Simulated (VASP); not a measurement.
A 71-atom supercell of GaN (wurtzite) holds Ge on the Ga site with a neighbouring N vacancy in charge state +1. It is relaxed twice, with the total moment held at 1 and at 3 μB. Computed with PBE GGA, VASP's PBE PAW potentials (set 64) (plane waves; VASP). Run with PREC = Normal, LREAL = Auto, ISYM = 0, NELECT = 283.0, EDIFF = 1E-5, 400 eV cut-off, 1×1×1 Γ-centred mesh, Gaussian smearing of 0.050 eV, potentials Ga N Ge.

The cell is charged, with a uniform compensating background. The supercell is sampled at Γ alone, which is coarse: total energies, pressure and levels can be off, energies of defects by several tenths of an eV.

Question: Which spin state lies lower, and by how much?

Answer: The state with 1 μB lies lower, by 2.09 eV.

The cell is a supercell with a defect, built from GaN (wurtzite).
